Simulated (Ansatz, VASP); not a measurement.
# Cross-check of Te (Tellurium) between VASP and Ansatz, part 2 of 2

One calculation is typed for both programs; each brings its own data sets. How far apart do they land? The cell is taken from a series of runs on this material, whose earlier steps may have relaxed, scaled, displaced or heated it; both programs get it as it stands.

VASP 6.6.1 and Ansatz 0.2.0.

So far: The starting structure; VASP: relaxation of cell and atoms, PBE; Ansatz: relaxation of cell and atoms, PBE; Side by side.

**5. Ansatz: zone-centre phonons, PBE**

Level of this step: Ansatz beside VASP: Kohn-Sham DFT, plane waves, PBE (Ansatz).

Second derivatives magnify differences that forces hide, and they need a tight electronic threshold.

The cell is taken from a series of runs on this material, whose earlier steps may have relaxed, scaled, displaced or heated it; both programs get it as it stands.

input.yaml

```yaml
crystal:
  lattice:
    - [4.520017305, 0.0, 0.0]
    - [-2.2600086525, 3.9144498117, 0.0]
    - [0.0, 0.0, 5.9550888224]
  atoms:
    - { symbol: Te, position: [0.2681865587, 0.0, 0.3333333333] }
    - { symbol: Te, position: [0.0, 0.2681865587, 0.6666666667] }
    - { symbol: Te, position: [0.7318134413, 0.7318134413, 0.0] }
kpoints:
  mp_grid: { grid: [9, 9, 6] }
hamiltonian:
  xc: pbe
scf:
  occupations: { method: gaussian, width: 0.01 }
output:
  eigenvalues: true
phonons:
  method: dfpt
```

On the command line:

```sh
$ ansatz run input.yaml --threads 4 --pin off --max-ram 8192MiB --backend cpu --events-out ev --progress --plain --runs-dir out
```

Numbers of over 12 decimals in the logs are rounded to 6 here.

The log of the run:

```text
zone centre: on kpoints.mp_grid the ground state, and the responses unless they are solved on pairs of k-points, stand on 140 of the mesh's 486 k-points, reduced under 2 symmetry operations, with k and −k counted as one. Each operation leaves every solved displacement unchanged or reverses it
[...]
Crystal: 3 atoms, lattice volume = 105.366 Å³
[...]
k mesh reduced under 2 symmetry operations, with k and −k counted as one. Each operation leaves every solved displacement unchanged or reverses it
  ASR residual: 3.202e-5 → 0.000e0 eV/Å²; symmetrization residual: 2.164e-5 eV/Å²
  ASR residual per site (eV/Å²): 3.20e-5 3.20e-5 3.20e-5
  Γ frequencies (cm⁻¹): 0.00 0.00 0.00 81.21 81.21 83.29 108.10 129.37 129.37
  non-analytic LO–TO correction: not included (Born effective charges unavailable; polar crystals: no LO–TO splitting at Γ)
[key lines of the parts left out:]
SCF converged after 10 iterations
Free energy (F): -20939.874317 eV
Fermi energy:    8.349157 eV
```

**6. VASP: zone-centre phonons, PBE**

The same cell, functional, mesh and smearing now go to VASP, with its own data sets.

INCAR

```
SYSTEM = Te
PREC = Accurate
ENCUT = 500
EDIFF = 1E-08
NELM = 120
ISMEAR = 0
SIGMA = 0.01
LREAL = .FALSE.
ALGO = Normal
GGA = PE
NBANDS = 15
LORBIT = 11
LWAVE = .FALSE.
LCHARG = .FALSE.
ISIF = 2
IBRION = 8
LASPH = .TRUE.
GGA_COMPAT = .FALSE.
EFERMI = MIDGAP
KPAR = 2
```

POSCAR

```
Te
1.0
    4.5200173050      0.0000000000      0.0000000000
   -2.2600086525      3.9144498117      0.0000000000
    0.0000000000      0.0000000000      5.9550888224
Te
3
Direct
    0.2681865587      0.0000000000      0.3333333333
    1.0000000000      0.2681865587      0.6666666667
    0.7318134413      0.7318134413      1.0000000000
```

KPOINTS

```
Automatic mesh
0
Gamma
9 9 6
0 0 0
```

The projector-augmented-wave data sets are Te (PBE family, release 64).

On the command line:

```sh
$ mpirun -np 2 vasp_std
```

The log of the run:

```text
[... set-up lines as in an earlier step ...]
 entering main loop
       N       E                     dE             d eps       ncg     rms          rms(c)
DAV:   1     0.718830998030E+02    0.71883E+02   -0.62858E+03  1860   0.924E+02
DAV:   2    -0.469796978344E+01   -0.76581E+02   -0.72941E+02  2463   0.137E+02
DAV:   3    -0.936170734894E+01   -0.46637E+01   -0.46379E+01  2154   0.386E+01
DAV:   4    -0.944907572489E+01   -0.87368E-01   -0.87356E-01  2869   0.615E+00
[...]
DAV:  13    -0.943144010064E+01   -0.16658E-06   -0.45742E-07  2203   0.408E-03    0.286E-03
DAV:  14    -0.943144015049E+01   -0.49844E-07   -0.35042E-08  2588   0.111E-03    0.406E-04
DAV:  15    -0.943144015409E+01   -0.36036E-08   -0.10311E-08  1763   0.660E-04
   1 F= -.94314402E+01 E0= -.94314402E+01  d E =-.894475E-55
 Linear response reoptimize wavefunctions to high precision
DAV:   1    -0.943144015660E+01   -0.25078E-08   -0.75720E-10  1833   0.207E-04
DAV:   2    -0.943144015666E+01   -0.68326E-10   -0.14728E-10  1182   0.902E-05
 Linear response DOF=           3
 Linear response progress:
[...]
RMM:   9    -0.471092119903E-01   -0.16224E-06   -0.11033E-08 13148   0.859E-05    0.277E-05
RMM:  10    -0.471092305022E-01   -0.18512E-07   -0.10899E-08 12549   0.457E-05    0.542E-06
RMM:  11    -0.471092280714E-01    0.24308E-08   -0.30314E-09 14293   0.143E-05    0.474E-06
 first order change of Fermi-energy   0.38609E-01
 force on displaced ion       1 direction 2 :  -0.002  -2.300  -0.723
 Linear response progress:
  Degree of freedom:   3/  3
       N       E                     dE             d eps       ncg     rms          rms(c)
RMM:   1    -0.565423349224E-01   -0.56542E-01    0.44624E-02 17406   0.105E+00
RMM:   2    -0.539177616581E-01    0.26246E-02   -0.28787E-03 11565   0.296E-01    0.200E-01
RMM:   3    -0.537386613720E-01    0.17910E-03   -0.33869E-04 12191   0.851E-02    0.134E-01
RMM:   4    -0.537065988367E-01    0.32063E-04   -0.12495E-05 12459   0.241E-02    0.651E-02
[...]
RMM:  10    -0.537053576454E-01   -0.66681E-07   -0.51430E-08 13290   0.704E-05    0.820E-06
RMM:  11    -0.537053679842E-01   -0.10339E-07   -0.21739E-08 13367   0.254E-05    0.607E-06
RMM:  12    -0.537053691081E-01   -0.11239E-08   -0.92151E-09 13038   0.138E-05    0.135E-06
 first order change of Fermi-energy  -0.28809E+00
 force on displaced ion       1 direction 3 :  -0.003  -0.723  -4.935
 Linear response finished
```

Parts of OUTCAR (step 6):

```text
  Total        0.0003348      0.0003348      0.0016615      0.0000000      0.0000000      0.0000000
  in kB        0.0050914      0.0050914      0.0252640      0.0000000      0.0000000      0.0000000
  external PRESSURE =       0.0118156 kB  Pullay stress =       0.0000000 kB

 POSITION                                       TOTAL-FORCE (eV/Angst)
 -----------------------------------------------------------------------------------
      1.21221      0.00000      1.98503         0.007859     -0.000000      0.000000
     -0.60610      1.04980      3.97006        -0.003930      0.006806     -0.000000
      1.65390      2.86465      0.00000        -0.003930     -0.006806      0.000000
 -----------------------------------------------------------------------------------
    total drift:                                0.000000     -0.000000      0.000000

[... 1 part as in an earlier step ...]

[... 1 further part left out ...]
```

**7. Differences**

What differs besides the data sets and the points named for the pairs above, as far as they apply: the data sets hold 48 valence electrons in Ansatz (on its default PAW (the set named soft_2) files) and 18 in VASP. Total energies have different zeros and are not compared.

Both answers:

```csv
quantity,Ansatz,VASP,difference
optical mode 1 to 2 (cm⁻¹),81.2,81.3,-0.13 %
optical mode 3 (cm⁻¹),83.3,83.2,+0.10 %
optical mode 4 (cm⁻¹),108.1,109.0,-0.83 %
optical mode 5 to 6 (cm⁻¹),129.4,130.2,-0.61 %
```

Modes are paired by rising frequency, not by their patterns, so a pair may set unlike modes beside each other; they are those without the splitting of longitudinal modes.

**8. Results**

```
difference in volume (relaxation of cell and atoms, PBE)                                                          : 0.048 %
r.m.s. difference of the optical zone-centre modes, each program's sorted by frequency (zone-centre phonons, PBE) : 0.59 cm⁻¹
difference in optical mode 4 (zone-centre phonons, PBE)                                                           : -0.8 %
```

The difference in volume is 0.048 % (relaxation of cell and atoms, PBE), within the 1.2 % picked in this series as the mark of a large difference, as far as the stopping tolerances let one tell. The data sets hold unlike numbers of valence electrons (48 in Ansatz and 18 in VASP), so part of the differences comes from the potentials. Among the rows given in per cent, the largest difference of the zone-centre phonons, PBE pair is in optical mode 4, -0.8 %. How closely two codes agree says nothing of how well the functional describes the real material.

[Lines on the potential files, build, host, timing and source positions are cut from VASP's logs without a mark.]

[Logs are printed without paths, hosts, clocks, repeated set-up lines and the standing remarks that a program may print on its own settings, such as how far it seeks lower states.]

[Hosts, paths, dates, database ids (printed as entryN), source tags and the programs' standing remarks are cut or masked in the printed files.]
